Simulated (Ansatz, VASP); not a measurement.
RbNa15S8 (a cell with a defect) in VASP and in Ansatz

```xyz
24
Lattice="0.0000 6.4983 6.4983 6.4983 0.0000 6.4983 6.4983 6.4983 0.0000" Properties=species:S:1:pos:R:3 pbc="T T T"
Rb    1.6246    1.6246    1.6246
Na    4.8737    4.8737    1.6246
Na    4.8737    1.6246    4.8737
Na    8.1229    4.8737    4.8737
Na    1.6246    4.8737    4.8737
Na    4.8737    8.1229    4.8737
Na    4.8737    4.8737    8.1229
Na    8.1229    8.1229    8.1229
Na    4.8737    4.8737    4.8737
Na    8.1229    8.1229    4.8737
Na    8.1229    4.8737    8.1229
Na   11.3720    8.1229    8.1229
Na    4.8737    8.1229    8.1229
Na    8.1229   11.3720    8.1229
Na    8.1229    8.1229   11.3720
Na   11.3720   11.3720   11.3720
S     0.0000    0.0000    0.0000
S     3.2492    3.2492    0.0000
S     3.2492    0.0000    3.2492
S     6.4983    3.2492    3.2492
S     0.0000    3.2492    3.2492
S     3.2492    6.4983    3.2492
S     3.2492    3.2492    6.4983
S     6.4983    6.4983    6.4983
```

Alike in both runs: task electric field gradients; functional PBE; k mesh 3 × 3 × 3; occupations fermi-dirac, width 0.01 eV; no spin polarisation.

|  | VASP | Ansatz |
| --- | --- | --- |
| version | VASP 6.6.1 | Ansatz 0.2.0 |
| potentials or method | VASP PAW PBE potentials, release 64 (Rb_sv, Na_pv, S) | plane-wave PAW, scalar-relativistic |
| plane-wave cutoff (eV) | 520 | 420 |
| valence electrons in the cell | 162 | 192 |

|  | VASP | Ansatz | Ansatz less VASP |
| --- | --- | --- | --- |
| gap on the k mesh at the Fermi level (eV) | 2.45 | 2.45 | +0.001 |
| pressure (GPa) | 2.8 | 2.8 | -0.03 |
| rms of the force components (eV/Å) | 0.316 | 0.313 | -0.0031 |
| Vzz of the field gradient on the site that differs most (V/Å²) | -37.3 | -37.6 | -0.38 |

Atom by atom the forces differ by 0.003 eV/Å (rms over components). The two sets of potentials don't hold the same shells in valence. Ansatz warned: «gradients_without_spin_orbit».

As with any semilocal functional, this PBE gap is likely too small.
